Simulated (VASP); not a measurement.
# Ag₂S (space group P2_1/m): computed properties

Calculation: PBEsol GGA, VASP's PBE PAW potentials (set 64) (plane waves; VASP 6.6.1).

For Ag$_{2}$S, the space group comes out as P2_1/m (11) and the cell is a = 4.1559 Å, b = 7.2494 Å, c = 4.1662 Å, α = γ = 90.00°, β = 112.04°. The volume per atom is 19.39 Å^3/atom and the band gap (over mesh and band path) is 0.99 eV. The smallest direct gap (over mesh and band path) is 0.99 eV and the band-edge character without spin-orbit coupling comes out as direct, Γ to Γ. The band gap with spin-orbit coupling is 0.98 eV. The density is 7.07 g/cm³.

Space group P2₁/m (No. 11); a = 4.156 Å, b = 7.249 Å, c = 4.166 Å, α = γ = 90.00°, β = 112.04°

| atom | site | symmetry | x | y | z |
|---|---|---|---|---|---|
| Ag | 2e | m | 0.1099 | 0.2500 | 0.8979 |
| Ag | 2d | -1 | 0.5000 | 0.5000 | 0.5000 |
| S | 2e | m | 0.7303 | 0.2500 | 0.2797 |

The structure comes from a computed database's Ag2S entry (P2_1/m); how it stands against other phases isn't given here. It was relaxed first, which changed the volume by -5 %. Symmetry was kept, so distortions that lower it aren't found.
